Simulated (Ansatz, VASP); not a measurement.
# PrCoO3: VASP beside Ansatz, part 2 of 2

Wanted: the spread between two codes on one cell, functional and k mesh.

VASP 6.6.1 and Ansatz 0.2.0.

So far: Starting point; VASP: single point, PBEsol.

In doubt: a part-filled 4f shell, where there is one, can sit in one of many states, so energies may not be the lowest and differences between runs may mislead; derivatives with an open 4f shell can jump between states, which bears on forces and vibrations.

**3. Ansatz: single point, PBEsol**

Level of this step: Ansatz beside VASP: Kohn-Sham DFT, plane waves, PBEsol (Ansatz).

Ansatz runs on its default PAW (the set named soft_2) files.

The same cell, functional, mesh and smearing now go to Ansatz, which takes its cutoff from its data sets.

input.yaml

```yaml
crystal:
  lattice:
    - [3.78, 0.0, 0.0]
    - [0.0, 3.78, 0.0]
    - [0.0, 0.0, 3.78]
  atoms:
    - { symbol: Pr, position: [0.0, 0.0, 0.0], spin: 2.0 }
    - { symbol: Co, position: [0.5, 0.5, 0.5], spin: 2.0 }
    - { symbol: O, position: [0.5, 0.0, 0.5] }
    - { symbol: O, position: [0.0, 0.5, 0.5] }
    - { symbol: O, position: [0.5, 0.5, 0.0] }
hamiltonian:
  xc: pbesol
  pseudopotentials: { kind: paw }
magnetization:
  spin_polarized: true
kpoints:
  mp_grid: { grid: [5, 5, 5] }
scf:
  occupations: { method: gaussian, width: 0.05 }
  n_extra_bands: 9
output:
  forces: true
  stress: true
  eigenvalues: true
```

On the command line:

```sh
> ansatz run input.yaml --threads 2 --pin off --max-ram 4608MiB --backend cpu --events-out ev --progress --plain --runs-dir out
```

Numbers of over 12 decimals in the logs are rounded to 6 here.

Log:

```text
Warning: where an SCF of this run starts from atoms to list the orders of its open shells, Pr (site 0, from 0) starts with 2.02 μB on its 4f shell, in the place of the 2.00 μB that the deck gives it: an open f shell starts with all that it can hold by Hund's first rule. To start from spheres of the given moment, type scf.initial_density.shell_occupations: []
scf.n_extra_bands = 9 over 24 filled bands (N_el = 48.0): the run solves 33 bands
Engine: ansatz 0.2.0, aarch64-unknown-linux-gnu
Pseudopotentials: kind: paw
Pseudopotential: Pr, paw, valence charge 13, recommended cutoff 420 eV (normal), Pr.paw.azcp
Pseudopotential: Co, paw, valence charge 17, recommended cutoff 420 eV (normal), Co.paw.azcp
Pseudopotential: O, paw, valence charge 6, recommended cutoff 420 eV (normal), O.paw.azcp
Functional definition: PBEsol
  exchange = pbesol_x
  correlation = pbesol_c
Crystal: 5 atoms, lattice volume = 54.010 Å³
Basis set: ecut = 420 eV, 1021 PW (Γ), exchange–correlation on 54×54×54 points (8 copies of the dense FFT grid, shifted against one another)
Bands: 33, of which v1, the nominal top of the filled ones, is band 24 counted from 1 (23 counted from 0)
Symmetry: 48 space group operations
Space group: Pm-3m (ITA 221), of the structure as read, at distance tolerance 3.8e-5 Å
Magnetic group: BNS 221.92 (UNI 1594), of the structure as read, at distance tolerance 3.8e-5 Å
k-points: 10 of 125
Non-local potential: Pr, projectors of the file, l = 0: 3, l = 1: 2, l = 2: 2, l = 3: 3
Non-local potential: Co, projectors of the file, l = 0: 3, l = 1: 2, l = 2: 3, l = 3: 1
Non-local potential: O, projectors of the file, l = 0: 2, l = 1: 2, l = 2: 1
PAW form: soft (Blöchl's): semilocal exchange-correlation on the pseudo side does not see the compensation charge
PAW frozen core: Pr, regenerated for the run's functional, and the local potential with it (the file was generated under x = pbe(κ = 0.804, μ = 0.219515), c = pbe(β = 0.066725))
PAW frozen core: Co, regenerated for the run's functional, and the local potential with it (the file was generated under x = pbe(κ = 0.804, μ = 0.219515), c = pbe(β = 0.066725))
PAW frozen core: O, regenerated for the run's functional, and the local potential with it (the file was generated under x = pbe(κ = 0.804, μ = 0.219515), c = pbe(β = 0.066725))
PAW one-centre angular grid: Pr, 590 points (default); XC on 64 Gauss nodes
PAW one-centre angular grid: Co, 590 points (default); XC on 64 Gauss nodes
PAW one-centre angular grid: O, 110 points (default); XC on 64 Gauss nodes
Initial density: superposition of atomic densities (chi_scale 0.1, normalization cell, long waves kept (reshape's long-wave potential 0.00 eV rms))
Starting moments: Σ|m| = 4 μB on 2 of 5 sites
Initial wavefunctions: pseudopotential atomic-orbital guess
Functional: x = pbesol(κ = 0.804, μ = 0.123457), c = pbesol(β = 0.046)
SCF iter   1: F=—  HF=-13628.311872 eV  |F-HF|=—  |Δ(HF+E_count)|=         —  Δρ=1.63e-1 (↑7.06e-2 ↓1.63e-1)  dr2=1.67e1  dr2_m=2.88e0  M=2.043 μB ∫|m|=2.730 μB  β_m=0.30  ethr=3.10e-3  ⟨swp⟩=5.0  Hψ=2178  notcnv=0
Mixer restart at iter 1: flushing history
preconditioner: auto → Kerker (q_TF=auto, 2.675 Å⁻¹)  [metal: Δε(μ)=0.013 eV  Ē_g=8.442 eV  σ=0.050 eV  W_gap=0.14  n_scr=18 (ndim 8)  ℏωp=31.1 eV  f_vac=0.000  D(μ)=7.12/eV (n_scr^D=92)]
spin=Collinear: Kerker preconditioning applied to the charge; magnetization (m = ρ↑ − ρ↓) channel mixes plain (no charge-response kernel on spin).
SCF iter   2: F=—  HF=-13623.697726 eV  |F-HF|=—  |Δ(HF+E_count)|=    4.61e0  Δρ=8.08e-2 (↑5.23e-2 ↓8.08e-2)  dr2=2.40e0  dr2_m=1.65e0  M=2.062 μB ∫|m|=2.650 μB  β_m=0.41  ethr=3.10e-3  ⟨swp⟩=3.0  Hψ=1519  notcnv=0  defer=31
SCF iter   3: F=—  HF=-13620.105942 eV  |F-HF|=—  |Δ(HF+E_count)|=    3.59e0  Δρ=4.97e-2 (↑4.97e-2 ↓3.10e-2)  dr2=2.75e-1  dr2_m=6.55e-1  M=1.996 μB ∫|m|=2.496 μB  β_m=0.71  ethr=3.10e-3  ⟨swp⟩=2.2  Hψ=1165  notcnv=0  defer=28
SCF iter   4: F=—  HF=-13619.945824 eV  |F-HF|=—  |Δ(HF+E_count)|=         —  Δρ=3.82e-2 (↑3.82e-2 ↓2.63e-2)  dr2=8.72e-2  dr2_m=5.04e-1  M=1.526 μB ∫|m|=2.176 μB  β_m=0.71  ethr=5.73e-4  ⟨swp⟩=2.8  Hψ=1445  notcnv=0  defer=28
Mixer restart at iter 4: flushing history
SCF iter   5: F=—  HF=-13620.052138 eV  |F-HF|=—  |Δ(HF+E_count)|=   1.06e-1  Δρ=4.76e-2 (↑4.10e-2 ↓4.76e-2)  dr2=1.50e-2  dr2_m=9.68e-1  M=1.045 μB ∫|m|=2.632 μB  β_m=0.85  ethr=1.82e-4  ⟨swp⟩=2.4  Hψ=1374  notcnv=0  defer=29
SCF iter   6: F=—  HF=-13620.096650 eV  |F-HF|=—  |Δ(HF+E_count)|=   4.45e-2  Δρ=4.19e-2 (↑3.64e-2 ↓4.19e-2)  dr2=1.29e-2  dr2_m=7.55e-1  M=0.997 μB ∫|m|=2.738 μB  β_m=0.21  ethr=3.12e-5  ⟨swp⟩=2.3  Hψ=934  notcnv=0  defer=20
SCF iter   7: F=—  HF=-13620.040335 eV  |F-HF|=—  |Δ(HF+E_count)|=   5.63e-2  Δρ=3.14e-2 (↑3.14e-2 ↓2.00e-2)  dr2=5.97e-2  dr2_m=3.23e-1  M=0.957 μB ∫|m|=2.819 μB  β_m=0.13  ethr=2.68e-5  ⟨swp⟩=2.5  Hψ=1387  notcnv=0  defer=24
SCF iter   8: F=—  HF=-13619.988847 eV  |F-HF|=—  |Δ(HF+E_count)|=   5.15e-2  Δρ=1.55e-2 (↑9.08e-3 ↓1.55e-2)  dr2=2.04e-2  dr2_m=7.24e-2  M=0.912 μB ∫|m|=2.970 μB  β_m=0.41  ethr=2.68e-5  ⟨swp⟩=2.8  Hψ=1317  notcnv=0  defer=20
[...]
SCF 1 converged in 45 iterations: F = -13620.336725 eV  dr2 = 3.34e-8
[...]
iteration 12: the lowest order of the open f orbitals that was found in this iteration's bands is taken; the next order that was found lies 5 meV over it there
[...]
SCF 2 converged in 26 iterations: F = -13620.350862 eV  dr2 = 1.64e-8
Symmetry: 4 space group operations
k-points: 39 of 125
Initial density: read from a saved state, or passed on in memory by an earlier SCF of this step, an earlier step, the calling program or the single point that the run made first
Starting moments: Σ|m| = 4 μB on 2 of 5 sites; this step starts from the density that it was given
Initial wavefunctions: those read from a saved state, or passed on in memory by an earlier step or the calling program
[...]
preconditioner: auto → Kerker (q_TF=auto, 2.675 Å⁻¹)  [metal: Δε(μ)=0.014 eV  Ē_g=9.535 eV  σ=0.050 eV  W_gap=0.15  n_scr=18 (ndim 8)  ℏωp=31.1 eV  f_vac=0.000  D(μ)=8.50/eV (n_scr^D=146)]
spin=Collinear: Kerker preconditioning applied to the charge; magnetization (m = ρ↑ − ρ↓) channel mixes plain (no charge-response kernel on spin).
[...]
SCF iter   4: F=—  HF=-13620.350862 eV  |F-HF|=—  |Δ(HF+E_count)|=   2.75e-6  Δρ=4.41e-5 (↑4.41e-5 ↓8.56e-6)  dr2=1.33e-6  dr2_m=1.80e-7  M=0.912 μB ∫|m|=3.074 μB  ethr=6.25e-8  ⟨swp⟩=1.0  Hψ=5460  notcnv=0
SCF iter   5: F=—  HF=-13620.350862 eV  |F-HF|=—  |Δ(HF+E_count)|=   1.82e-8  Δρ=9.59e-6 (↑9.59e-6 ↓1.17e-6)  dr2=5.65e-8  dr2_m=9.71e-9  M=0.912 μB ∫|m|=3.074 μB  ethr=2.08e-10  ⟨swp⟩=1.0  Hψ=5461  notcnv=0
SCF iter   6: F=-13620.350862 eV  HF=-13620.350862 eV  |F-HF|=6.98e-9  |Δ(HF+E_count)|=  4.20e-10  Δρ=3.27e-6 (↑3.27e-6 ↓8.50e-7)  dr2=7.37e-9  dr2_m=9.11e-10  M=0.912 μB ∫|m|=3.074 μB  ethr=1.86e-10  ⟨swp⟩=1.0  Hψ=5460  notcnv=0
an SCF along what the orbitals of the run's state read of its open shells (or to have them read: on a GPU, or by another smearing), with 44 of the crystal's symmetry operations given up (39 k-points in place of 10), reached no lower state that the run goes on to. This is no proof of a minimum
iter 1 solved again at ethr=3.42e-11 eV; its pass at ethr=2.08e-6 eV (dr2=1.64e-8 eV) is discarded
SCF iter   1: F=—  HF=-13620.350862 eV  |F-HF|=—  |Δ(HF+E_count)|=         —  Δρ=5.04e-6 (↑5.04e-6 ↓1.15e-6)  dr2=1.64e-8  dr2_m=3.44e-9  M=0.912 μB ∫|m|=3.074 μB  ethr=3.42e-11  ⟨swp⟩=1.0  Hψ=12121  notcnv=0
spin=Collinear: Kerker preconditioning applied to the charge; magnetization (m = ρ↑ − ρ↓) channel mixes plain (no charge-response kernel on spin).
SCF iter   2: F=—  HF=-13620.350866 eV  |F-HF|=—  |Δ(HF+E_count)|=   3.71e-6  Δρ=1.44e-3 (↑1.44e-3 ↓1.28e-4)  dr2=4.18e-4  dr2_m=2.41e-4  M=0.912 μB ∫|m|=3.073 μB  ethr=2.08e-6  ⟨swp⟩=1.0  Hψ=8882  notcnv=0
SCF iter   3: F=—  HF=-13620.350859 eV  |F-HF|=—  |Δ(HF+E_count)|=   6.42e-6  Δρ=1.72e-4 (↑1.72e-4 ↓4.91e-5)  dr2=1.85e-5  dr2_m=2.44e-6  M=0.912 μB ∫|m|=3.075 μB  ethr=2.08e-6  ⟨swp⟩=1.0  Hψ=5533  notcnv=0
SCF iter   4: F=—  HF=-13620.350862 eV  |F-HF|=—  |Δ(HF+E_count)|=   2.72e-6  Δρ=4.40e-5 (↑4.40e-5 ↓8.55e-6)  dr2=1.33e-6  dr2_m=1.79e-7  M=0.912 μB ∫|m|=3.074 μB  ethr=6.30e-8  ⟨swp⟩=1.0  Hψ=5460  notcnv=0
SCF iter   5: F=—  HF=-13620.350862 eV  |F-HF|=—  |Δ(HF+E_count)|=   1.86e-8  Δρ=9.04e-6 (↑9.04e-6 ↓1.12e-6)  dr2=4.99e-8  dr2_m=8.61e-9  M=0.912 μB ∫|m|=3.074 μB  ethr=2.08e-10  ⟨swp⟩=1.0  Hψ=5461  notcnv=0
SCF iter   6: F=-13620.350862 eV  HF=-13620.350862 eV  |F-HF|=6.50e-9  |Δ(HF+E_count)|=  2.78e-10  Δρ=3.15e-6 (↑3.15e-6 ↓8.46e-7)  dr2=6.85e-9  dr2_m=8.34e-10  M=0.912 μB ∫|m|=3.074 μB  ethr=1.65e-10  ⟨swp⟩=1.0  Hψ=5460  notcnv=0
an SCF along what the orbitals of the run's state read of its open shells (or to have them read: on a GPU, or by another smearing), with 44 of the crystal's symmetry operations given up (39 k-points in place of 10), reached no lower state that the run goes on to. This is no proof of a minimum
SCF converged after 26 iterations
Magnetization: 0.9120 μB (24.4560 up, 23.5440 down)
Absolute magnetization: 3.0772 μB (∫|ρ↑−ρ↓|, with the PAW one-centre terms)
Spin contamination: 0.8804 ħ² per cell (⟨S²⟩ above its minimum at these occupations)
Per-site moments (μB) at R_I (Å): [(1.869636, 1.102556), (-0.856060, 0.779625), (-0.042850, 0.779625), (-0.052611, 0.779625), (-0.042850, 0.779625)]
Free energy (F): -13620.350862 eV
Harris-Foulkes:  -13620.350862 eV  (|F-HF|=1.45e-8)
Internal energy: -13620.340240 eV  (E = F + TS)
E sigma→0 (E₀):  -13620.345551 eV
Entropy (-TS):   -0.010623 eV (-2.125 meV/atom)
Fermi energy:    14.833918 eV
--- Per-component energies (eV) ---
  E_band       = -208.154895
  E_kinetic    = 1317.852355
  E_local      = -4953.029496  (includes V_loc(G=0)·N_el)
  E_nonlocal   = 663.193825
  E_hartree    = 2041.669441
  E_xc         = -599.113614
  E_vxc        = -730.861251  (∫ρ·V_xc dr)
  E_paw        = -7486.820355  (= ΣΔE_a)
  E_vpaw       = -588.651639  (= ΣTr[D̂ρ^β])
  E_aug_tail   = 0.007076  (compensation charges beyond the density's cutoff)
  E_ewald      = -4604.689242
  E_core_change = 0.589769  (= ΣΔE_core)
  E_smearing   = -0.010623  (= −TS)
  E_closure    = 0.000000  (closes the sum)
  Σ components = -13620.350862   (vs F -13620.350862, Δ=0.00e0)
--- Forces (eV/Å), atoms counted from 1 ---
  atom   1  Pr    -0.00000000     0.00000000     0.00000000
  atom   2  Co    -0.00000000    -0.00000000    -0.00000000
  atom   3  O      0.00000000     0.00000000     0.00000000
  atom   4  O      0.00000000    -0.00000000    -0.00000000
  atom   5  O      0.00000000     0.00000000    -0.00000000
  max |Σ_I F_I| component: 4.58e-29 eV/Å
--- Stress (GPa, compression-positive) ---
       -9.343375       0.000000       0.000000
        0.000000      -8.719933      -0.000074
        0.000000      -0.000074      -8.719933
  P = ⅓ Tr σ = -8.9277 GPa (-89.277 kbar)
--- Band table (eV; the first three rows and the last of 54) ---
  k-point 0 ↑: bands = [... 20 lower, 13.1612, 13.1612, 13.1623, 14.5896, 14.6121, 14.8352, 14.9153, 14.9153, ... 5 higher]
  k-point 1 ↑: bands = [... 20 lower, 13.1695, 13.8885, 13.9094, 14.5796, 14.7404, 14.8658, 14.9075, 15.2012, ... 5 higher]
  k-point 2 ↑: bands = [... 20 lower, 13.1825, 14.4590, 14.5354, 14.5426, 14.6215, 14.8992, 14.9176, 15.0935, ... 5 higher]
  k-point 26 ↓: bands = [... 20 lower, 14.2542, 14.2757, 14.3038, 16.0477, 16.1528, 16.2302, 16.2730, 16.3818, ... 5 higher]
```

Run time: 2.5 min. Hardware: 2 threads of Arm Neoverse N1, shared host; peak memory 0.69 GiB; 4.9 min of CPU time.

In the SCF lines HF is the Harris–Foulkes energy and dr2 the Hartree energy of the density residual, in eV; the loop may stop once dr2 is under the threshold and the program's other checks hold. Hψ counts applications of the Hamiltonian.

The run ends at a pressure of -8.93 GPa.

**4. Side by side**

Known differences besides the PAW data sets themselves: the data sets hold 48 valence electrons in Ansatz (default PAW (the set named soft_2) files) and 40 in VASP; the cutoff is 420 eV in Ansatz and 480 eV in VASP; Ansatz makes its cores anew for this functional, VASP keeps those of its PBE data sets; site moments are counted in spheres of each program's own size. Total energies have different zeros and are not compared.

Both answers:

```csv
quantity,Ansatz,VASP,difference
pressure (GPa),-8.93,-9.75,+0.82
total moment (μB),0.91,0.91,0.00
moment on Pr1 (μB),1.87,1.83,+0.04
moment on Co2 (μB),-0.86,-0.91,+0.05
moment on O4 (μB),-0.05,-0.05,0.00
```

Ansatz's pressure holds a Pulay correction of 0.82 GPa; VASP's holds none.

**5. What moves the difference**

An all-electron run, which needs no data sets, serves as referee.

```csv
run,difference in moment on Co2 (μB)
as above,0.051
Ansatz's all-electron LAPW method,0.0020
```

**6. VASP: single point, PBEsol, DFT+U**

A single point gives forces, pressure and levels at one fixed geometry, so differences don't come from the geometry; what else differs is listed under the comparison.

INCAR

```
SYSTEM = PrCoO3
PREC = Accurate
ENCUT = 480
EDIFF = 1E-06
NELM = 150
ISMEAR = 0
SIGMA = 0.05
LREAL = .FALSE.
ALGO = Normal
GGA = PS
NBANDS = 30
ISPIN = 2
MAGMOM = 2 2 0 0 0
LDAU = .TRUE.
LDAUTYPE = 2
LDAUL = 3 2 -1
LDAUU = 3 3 0
LDAUJ = 0 0 0
LDAUPRINT = 1
LASPH = .TRUE.
LMAXMIX = 6
AMIX = 0.2
BMIX = 1E-04
AMIX_MAG = 0.8
BMIX_MAG = 1E-04
LORBIT = 11
LWAVE = .FALSE.
LCHARG = .FALSE.
KPAR = 2
NEDOS = 1200
```

POSCAR

```
PrCoO3
1.0
    3.7800000000      0.0000000000      0.0000000000
    0.0000000000      3.7800000000      0.0000000000
    0.0000000000      0.0000000000      3.7800000000
Pr Co O
1 1 3
Direct
    0.0000000000      0.0000000000      0.0000000000
    0.5000000000      0.5000000000      0.5000000000
    0.5000000000      0.0000000000      0.5000000000
    0.0000000000      0.5000000000      0.5000000000
    0.5000000000      0.5000000000      0.0000000000
```

KPOINTS

```
Automatic mesh
0
Gamma
5 5 5
0 0 0
```

The projector-augmented-wave data sets are Pr, Co and O (PBE family, release 64).

On the command line:

```sh
> mpirun -np 2 vasp_std
```

Log:

```text
[banner, memory and clock lines left out]
running    2 mpi-ranks, on    1 nodes
[...]
[... a notice as in an earlier step ...]

 LDA part: xc-table for (Slater+PW92), standard interpolation
 POSCAR, INCAR and KPOINTS ok, starting setup
[...]
entering main loop
       N       E                     dE             d eps       ncg     rms          rms(c)
DAV:   1     0.343324493771E+03    0.34332E+03   -0.17230E+04  1636   0.266E+03
DAV:   2     0.388362573068E+01   -0.33944E+03   -0.29795E+03  1814   0.442E+02
DAV:   3    -0.444707969235E+02   -0.48354E+02   -0.47122E+02  1882   0.195E+02
DAV:   4    -0.461793843186E+02   -0.17086E+01   -0.16799E+01  2202   0.288E+01
[...]
DAV:  65    -0.362019663889E+02   -0.14361E-03   -0.27433E-05  1702   0.629E-02    0.294E-02
DAV:  66    -0.362019848132E+02   -0.18424E-04   -0.40318E-06  1194   0.245E-02    0.171E-02
DAV:  67    -0.362019843479E+02    0.46523E-06   -0.24103E-06   656   0.201E-02
   1 F= -.36201984E+02 E0= -.36189018E+02  d E =-.259322E-01  mag=     0.9135
```

Parts of OUTCAR (step 6):

```text
  Total       -3.6505060     -3.6505060     -3.6505060      0.0000000      0.0000000      0.0000000
  in kB     -108.2899733   -108.2899733   -108.2899733      0.0000000      0.0000000      0.0000000
  external PRESSURE =    -108.2899733 kB  Pullay stress =       0.0000000 kB

  FREE ENERGIE OF THE ION-ELECTRON SYSTEM (eV)
  ---------------------------------------------------
  free  energy   TOTEN  =       -36.2019843479 eV

  energy  without entropy=      -36.1760521052  energy(sigma->0) =      -36.18901823

 magnetization (x)
# of ion       s       p       d       f       tot
--------------------------------------------------
    1       -0.005  -0.014   0.009   0.733   0.723
    2        0.000  -0.001   0.252   0.000   0.251
    3        0.000  -0.042   0.000   0.000  -0.042
    4        0.000  -0.042   0.000   0.000  -0.042
    5        0.000  -0.042   0.000   0.000  -0.042
--------------------------------------------------
tot         -0.003  -0.143   0.261   0.733   0.848

[... 3 parts as in an earlier step ...]

[... 1 further part left out ...]
[key lines of the parts left out:]
E-fermi :   7.7285
```

DFT+U on an f shell has many metastable occupations, and no search among them was made.

**7. Ansatz: single point, PBEsol, DFT+U**

The same cell, functional, mesh and smearing now go to Ansatz, which takes its cutoff from its data sets.

Edit input.yaml of step 3 so:

```diff
@@ -14,2 +14,6 @@
   pseudopotentials: { kind: paw }
+  hubbard:
+    sites:
+      - { species: Pr, l: f, u_eff: 3.0 }
+      - { species: Co, l: d, u_eff: 3.0 }
 magnetization:
```

On the command line:

```sh
> ansatz run input.yaml --threads 2 --pin off --max-ram 4608MiB --backend cpu --events-out ev --progress --plain --runs-dir out
```

Log:

```text
Pr: projections on atomic orbitals take those of the free atom [Kr 4d10] 4f3 5s2 5p6 5d0 6s2, of charge +0.00 (hamiltonian.pseudopotentials.projection_atoms); the dataset's partial waves leave at most 1.4e-3 of an orbital's norm unspanned inside its sphere
[...]
k-point 1 ↑: bands = [... 20 lower, 12.1479, 12.8821, 13.0164, 13.0886, 13.4210, 14.0918, 15.1010, 16.2568, ... 5 higher]
  k-point 2 ↑: bands = [... 20 lower, 12.1564, 13.0041, 13.1656, 13.4112, 13.5256, 14.1018, 15.9299, 16.2721, ... 5 higher]
  k-point 18 ↓: bands = [... 20 lower, 13.4270, 13.4998, 13.4998, 17.2779, 17.2779, 17.4701, 17.4701, 17.7038, ... 5 higher]
Occupation matrices written to <dir>
[key lines of the parts left out:]
SCF converged after 2 iterations
Magnetization: 2.0000 μB (25.0000 up, 23.0000 down)
Free energy (F): -13617.919424 eV
Fermi energy:    13.841888 eV
P = ⅓ Tr σ = -6.8819 GPa (-68.819 kbar)
```

The job ended after 2.3 min (2 threads; peak memory 0.73 GiB; 4.4 min of CPU time).

The run ends at a pressure of -6.88 GPa.

**8. Differences**

What differs besides the data sets and the points named for the pairs above, as far as they apply: U acts on the PAW sphere in VASP and on atomic orbitals in Ansatz, so only states and trends compare. Total energies have different zeros and are not compared.

Both answers:

```csv
quantity,Ansatz,VASP,difference
pressure (GPa),-6.88,-10.83,+3.95
gap on the k mesh (eV),0.474,0.000,+0.474
total moment (μB),2.00,0.91,+1.09
moment on Pr1 (μB),1.95,0.72,+1.23
moment on Co2 (μB),0.00,0.25,-0.25
```

On this mesh VASP finds no gap and the other program does. By their total or site moments the two runs ended in different magnetic states; the other differences may follow from that, so they don't measure the programs' precision. Ansatz's pressure holds a Pulay correction of 0.83 GPa; VASP's holds none.

**9. Looking for the cause**

The difference is large enough to ask for its cause, so further runs change the set-up of one program at a time, as the table lists.

```csv
run,difference in moment on Pr1 (μB)
as above,1.2
"a start from the moments at which VASP ended, with Ansatz's search for lower states switched off",1.2
"cores kept as stored, as VASP does, whose cores stay as stored",1.2
```

**10. Results**

| Property | Result |
| --- | --- |
| difference in moment on Co2 (single point, PBEsol) | 0.051 μB |
| difference in pressure (single point, PBEsol) | 0.82 GPa |
| difference in moment on Pr1 (single point, PBEsol, DFT+U) | 1.2 μB |

The difference in pressure is 0.82 GPa (single point, PBEsol), within the 1 GPa picked in this series as the mark of a large difference. For single point, PBEsol: with Ansatz's all-electron LAPW method the difference in moment on Co2 shrinks in size, from 0.051 to 0.0020 μB. With an open f shell each run may end in another orbital state, so the all-electron run is no sure referee here. The runs ended with unlike moments, so this pair says little about numerical agreement. For single point, PBEsol, DFT+U: no further run halves the difference in moment on Pr1; only Ansatz's side was varied. In Ansatz the state reached from VASP's moments (total 2.00 μB) lies 209 meV/atom above the first one. How closely two codes agree says nothing of how well the functional describes the real material.

[Lines on the potential files, build, host, timing and source positions are cut from VASP's logs without a mark.]

[Logs are printed without paths, hosts, clocks, repeated set-up lines and the standing remarks that a program may print on its own settings, such as how far it seeks lower states.]

[Hosts, paths, dates, database ids (printed as entryN), source tags and the programs' standing remarks are cut or masked in the printed files.]
